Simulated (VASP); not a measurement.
The input files of a VASP run:

### POSCAR
```
SiC
1
    1.5455750148    -2.6770142062    -0.0000000000
    1.5455750148     2.6770142062     0.0000000000
    0.0000000000    -0.0000000000     5.0758585172
Si C
2 2
Direct
  0.6666670000   0.3333330000   0.4995769961
  0.3333330000   0.6666670000   0.9995769961
  0.6666670000   0.3333330000   0.8754230039
  0.3333330000   0.6666670000   0.3754230039
```

**KPOINTS**
```
K-points
0
G
  7 7 4
0 0 0
```

**INCAR**
```
ISIF  =  3   # ions, shape and volume
EDIFFG  =  -0.02   # ionic stop
ALGO  =  Normal   # blocked Davidson
LREAL  =  F   # projection in real space or not
SYSTEM  =  SiC
ENCUT  =  520   # plane-wave cut-off (eV)
GGA  =  PE
ISMEAR  =  0   # Gaussian
NELM  =  100   # most electronic steps
LCHARG  =  F
LWAVE  =  F
SIGMA  =  0.05   # width (eV)
PREC  =  Accurate
NSW  =  60
IBRION  =  2   # conjugate gradients
LASPH  =  T
EDIFF  =  1E-6   # SCF stop (eV)
```

POTCAR, in this order: Si C (PBE.64 set). Program: vasp_std.

### Question
Write an equivalent input for Quantum ESPRESSO's pw.x.

### Answer
One equivalent input (not run):
```
&CONTROL
  calculation = 'vc-relax'
  pseudo_dir = './pseudo'
  outdir = './out'
  tprnfor = .true.
  tstress = .true.
  nstep = 60
  forc_conv_thr = 0.00078
/
&SYSTEM
  ibrav = 0
  nat = 4
  ntyp = 2
  ecutwfc = 82
  occupations = 'smearing'
  smearing = 'gaussian'
  degauss = 0.003675
  input_dft = 'pbe'
/
&ELECTRONS
  conv_thr = 7.3e-08
  electron_maxstep = 100
/
&IONS
/
&CELL
/
ATOMIC_SPECIES
  Si 28.085 Si.upf
  C 12.011 C.upf
CELL_PARAMETERS angstrom
     1.5455750   -2.6770142   -0.0000000
     1.5455750    2.6770142    0.0000000
     0.0000000   -0.0000000    5.0758585
ATOMIC_POSITIONS crystal
  Si   0.6666670  0.3333330  0.4995770
  Si   0.3333330  0.6666670  0.9995770
  C    0.6666670  0.3333330  0.8754230
  C    0.3333330  0.6666670  0.3754230
K_POINTS automatic
  7 7 4 0 0 0
```
The two are equivalent in intent, not identical: the potentials are each code's own (VASP's PAW set, PseudoDojo norm-conserving files in pw.x), so ENCUT and ecutwfc are chosen apart and not converted; conv_thr bounds pw.x's estimated SCF error, while EDIFF bounds the energy change between steps; forc_conv_thr acts on force components and is met together with etot_conv_thr.

The compound is SiC in the wurtzite structure, the rare 2H polytype. It was relaxed first. The start is the result of an earlier pass.
